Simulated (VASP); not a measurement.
# Quasiparticle energies of BP in VASP, part 3 of 8

How does the gap of BP change from the starting functional to GW? The cell is of the zinc-blende type, one of the forms listed for this formula. The start is a cell from a database of measured crystal structures.

VASP 6.6.1, plane waves and PAW; the level of theory is named at each step.

So far, gap on the k-mesh (eV): step 2 (empty bands, functional PBE) 1.33.

## Step 3: evGW0 (continued)

Level of this step: evGW0 on PBE; plane waves and PAW (P_GW, B_GW) (VASP).

OUTCAR, selected parts (step 3):

```text
The static configuration has the point symmetry T_d .

 Found     16 irreducible k-points:

   k-points           NKPTS =     16   k-points in BZ     NKDIM =    216   number of bands    NBANDS=    152

   NELECT =       8.0000    total number of electrons

 E-fermi :   7.8053

 QP shifts <psi_nk| G(iteration)W_0 |psi_nk>: iteration 1
 for sc-GW calculations column KS-energies equals QP-energies in previous step
 and V_xc(KS)=  KS-energies - (<T + V_ion + V_H > + <T+V_H+V_ion>^1  + <V_x>^1)
 k-point   1 :       0.0000    0.0000    0.0000
  band No.  KS-energies  QP-energies   sigma(KS)   V_xc(KS)     V^pw_x(r,r')   Z            occupation Imag(sigma)
      1      -8.3243      -9.1402     -13.2403     -12.0592     -20.4831       0.6908       2.0000       1.3377
      2       7.1395       6.5178     -14.0935     -13.3042     -14.9313       0.7877       2.0000       0.0296
      3       7.1395       6.5178     -14.0935     -13.3042     -14.9313       0.7877       2.0000       0.0296
      4       7.1395       6.5178     -14.0935     -13.3042     -14.9313       0.7877       2.0000       0.0296
      5      10.5408      10.8462     -11.6884     -12.0776      -7.1361       0.7846       0.0000      -0.0634
      6      10.5408      10.8462     -11.6884     -12.0776      -7.1361       0.7846       0.0000      -0.0634
      7      10.5408      10.8462     -11.6884     -12.0776      -7.1361       0.7846       0.0000      -0.0634
      8      14.5124      14.7861     -12.3998     -12.7644      -6.2284       0.7508       0.0000      -0.1409
    ...

 k-point   2 :       0.1667    0.0000    0.0000
  band No.  KS-energies  QP-energies   sigma(KS)   V_xc(KS)     V^pw_x(r,r')   Z            occupation Imag(sigma)
      1      -7.8264      -8.6510     -13.2755     -12.1007     -20.3329       0.7019       2.0000       1.2661
      2       4.3046       3.5734     -13.6410     -12.6890     -15.4304       0.7680       2.0000       0.0474
      3       6.4757       5.8382     -13.9310     -13.1179     -14.9503       0.7840       2.0000       0.0310
      4       6.4757       5.8382     -13.9310     -13.1179     -14.9503       0.7840       2.0000       0.0310
      5      11.1567      11.4133     -11.8427     -12.1714      -7.0756       0.7805       0.0000      -0.0691
      6      11.4438      11.7709     -11.8120     -12.2330      -6.9716       0.7771       0.0000      -0.0709
      7      11.4438      11.7709     -11.8120     -12.2330      -6.9716       0.7771       0.0000      -0.0709
      8      15.8049      16.0802     -12.2450     -12.6159      -5.7626       0.7424       0.0000      -0.1923
    ...

 k-point   3 :       0.3333    0.0000    0.0000
  band No.  KS-energies  QP-energies   sigma(KS)   V_xc(KS)     V^pw_x(r,r')   Z            occupation Imag(sigma)
      1      -6.4090      -7.2194     -13.3911     -12.2590     -19.9345       0.7158       2.0000       1.0496
      2       0.4080      -0.3960     -13.3074     -12.2039     -16.8612       0.7285       2.0000       0.1741
      3       5.6732       4.9855     -13.9235     -13.0390     -15.3022       0.7775       2.0000       0.0359
      4       5.6732       4.9855     -13.9235     -13.0390     -15.3022       0.7775       2.0000       0.0359
      5      11.0303      11.2437     -11.8321     -12.1054      -6.9528       0.7810       0.0000      -0.0724
      6      11.9922      12.3300     -11.4222     -11.8568      -6.3576       0.7774       0.0000      -0.0795
      7      11.9922      12.3300     -11.4222     -11.8568      -6.3576       0.7774       0.0000      -0.0795
      8      17.2556      17.4367     -10.8282     -11.0700      -4.0784       0.7486       0.0000      -0.2820
    ...

 QP shifts <psi_nk| G(iteration)W_0 |psi_nk>: iteration 2
 k-point   1 :       0.0000    0.0000    0.0000
  band No. old QP-enery  QP-energies   sigma(KS)   T+V_ion+V_H  V^pw_x(r,r')   Z            occupation Imag(sigma)
      1      -9.1402      -9.3710     -13.2090       3.7349     -20.4831       0.6911       2.0000       1.3454
      2       6.5178       6.4278     -14.0397      20.4437     -14.9313       0.7911       2.0000       0.0304
      3       6.5178       6.4278     -14.0397      20.4437     -14.9313       0.7911       2.0000       0.0304
      4       6.5178       6.4278     -14.0397      20.4437     -14.9313       0.7911       2.0000       0.0304
      5      10.8462      10.8685     -11.7438      22.6184      -7.1361       0.7852       0.0000      -0.0651
      6      10.8462      10.8685     -11.7438      22.6184      -7.1361       0.7852       0.0000      -0.0651
      7      10.8462      10.8685     -11.7438      22.6184      -7.1361       0.7852       0.0000      -0.0651
      8      14.7861      14.8276     -12.4354      27.2767      -6.2284       0.7504       0.0000      -0.1425
    ...

 QP shifts <psi_nk| G(iteration)W_0 |psi_nk>: iteration 3
 k-point   1 :       0.0000    0.0000    0.0000
  band No. old QP-enery  QP-energies   sigma(KS)   T+V_ion+V_H  V^pw_x(r,r')   Z            occupation Imag(sigma)
      1      -9.3710      -9.4295     -13.1907       3.7349     -20.4831       0.6902       2.0000       1.3592
      2       6.4278       6.4124     -14.0354      20.4437     -14.9313       0.7914       2.0000       0.0305
      3       6.4278       6.4124     -14.0354      20.4437     -14.9313       0.7914       2.0000       0.0305
      4       6.4278       6.4124     -14.0354      20.4437     -14.9313       0.7914       2.0000       0.0305
      5      10.8685      10.8688     -11.7494      22.6184      -7.1361       0.7855       0.0000      -0.0653
      6      10.8685      10.8688     -11.7494      22.6184      -7.1361       0.7855       0.0000      -0.0653
      7      10.8685      10.8688     -11.7494      22.6184      -7.1361       0.7855       0.0000      -0.0653
      8      14.8276      14.8331     -12.4418      27.2767      -6.2284       0.7504       0.0000      -0.1434
    ...

 QP shifts <psi_nk| G(iteration)W_0 |psi_nk>: iteration 4
 k-point   1 :       0.0000    0.0000    0.0000
  band No. old QP-enery  QP-energies   sigma(KS)   T+V_ion+V_H  V^pw_x(r,r')   Z            occupation Imag(sigma)
      1      -9.4295      -9.4437     -13.1849       3.7349     -20.4831       0.6931       2.0000       1.3644
      2       6.4124       6.4094     -14.0351      20.4437     -14.9313       0.7916       2.0000       0.0305
      3       6.4124       6.4094     -14.0351      20.4437     -14.9313       0.7916       2.0000       0.0305
      4       6.4124       6.4094     -14.0351      20.4437     -14.9313       0.7916       2.0000       0.0305
      5      10.8688      10.8683     -11.7502      22.6184      -7.1361       0.7855       0.0000      -0.0653
      6      10.8688      10.8683     -11.7502      22.6184      -7.1361       0.7855       0.0000      -0.0653
      7      10.8688      10.8683     -11.7502      22.6184      -7.1361       0.7855       0.0000      -0.0653
      8      14.8331      14.8336     -12.4430      27.2767      -6.2284       0.7505       0.0000      -0.1436
    ...

[... 7 parts as in an earlier step ...]

[... 26 further parts left out ...]
```

This step gave:

```
quasiparticle gap on the mesh                 : 2.138 eV
smallest direct quasiparticle gap on the mesh : 4.459 eV
gap of the starting orbitals on the mesh      : 1.332 eV
```

QP gap by iteration, by row:

| iteration | gap (eV) | direct gap (eV) |
| --- | --- | --- |
| 1 | 2.032 | 4.328 |
| 2 | 2.122 | 4.441 |
| 3 | 2.136 | 4.456 |
| 4 | 2.138 | 4.459 |

GW takes the gap from 1.332 to 2.138 eV. The value holds for 152 bands, ENCUTGW = 200 eV and this mesh, and isn't shown to be converged in them.

(Continued in part 4 of 8.)

[Lines on the potential files, build, host, timing and source positions are cut from VASP's logs without a mark.]

[Logs are printed without paths, hosts, clocks, repeated set-up lines and the standing remarks that a program may print on its own settings, such as how far it seeks lower states.]

[Hosts, paths, dates, database ids (printed as entryN), source tags and the programs' standing remarks are cut or masked in the printed files.]

[Pressures printed for these runs are not shown converged in the cutoff: they can be off by several GPa and have the wrong sign.]
